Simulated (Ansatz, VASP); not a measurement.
## Two plane-wave programs on Hf3Cu

Contents of INCAR:

```
PREC = Accurate
ENCUT = 520
EDIFF = 1E-6
ISMEAR = 0
SIGMA = 0.1
LREAL = F
LASPH = T
NELM = 100
ALGO = Fast
ISIF = 2
LWAVE = F
LCHARG = F
GGA = PE
NBANDS = 28
```

File KPOINTS:

```
Automatic mesh
0
Gamma
  4 4 4
```

Contents of POSCAR:

```
Hf3Cu
1.0
    4.1183948993      0.0000000000      0.0000000000
    0.0000000000      4.1183948993      0.0000000000
    0.0000000000      0.0000000000      4.1183948993
Hf Cu
3 1
Direct
    0.0000000000      0.5000000000      0.5000000000
    0.5000000000      0.0000000000      0.5000000000
    0.5000000000      0.5000000000      0.0000000000
    0.0000000000      0.0000000000      0.0000000000
```

Input for Ansatz:

```yaml
crystal:
  lattice:
    - [4.1183948993, 0.0, 0.0]
    - [0.0, 4.1183948993, 0.0]
    - [0.0, 0.0, 4.1183948993]
  atoms:
    - { symbol: Hf, position: [0.0, 0.5, 0.5] }
    - { symbol: Hf, position: [0.5, 0.0, 0.5] }
    - { symbol: Hf, position: [0.5, 0.5, 0.0] }
    - { symbol: Cu, position: [0.0, 0.0, 0.0] }
basis:
  ecutwfc: 420
kpoints:
  mp_grid: { grid: [4, 4, 4] }
hamiltonian:
  xc: pbe
scf:
  occupations: { method: gaussian, width: 0.1 }
  lower_state_search: "off"
output:
  forces: true
  stress: true
  eigenvalues: true
```

Alike in both runs: task single point; functional PBE; k mesh 4 × 4 × 4; occupations gaussian, width 0.1 eV; no spin polarisation.

|  | VASP | Ansatz |
| --- | --- | --- |
| version | VASP 6.6.1 | Ansatz 0.2.0 |
| potentials or method | VASP PAW PBE potentials, release 64 (Hf_pv, Cu) | scalar-relativistic, plane waves, PAW |
| plane-wave cutoff (eV) | 520 | 420 |
| valence electrons in the cell | 41 | 97 |

|  | VASP | Ansatz | Ansatz less VASP |
| --- | --- | --- | --- |
| gap on the k mesh at the Fermi level (eV) | none | none | - |
| pressure (GPa) | 15.7 | 16.2 | +0.49 |

A gap of «none» marks a metal or a gap that the smearing closes. The two sets of potentials don't hold the same shells in valence.

Caveats: the k mesh is coarse (spacing up to 0.38 Å⁻¹), so the values aren't converged; so large a pressure means that the cell lies far from this level's equilibrium, or that cutoff or potentials fall short (VASP). The runs have no spin-orbit coupling, so splittings on Hf are missing.
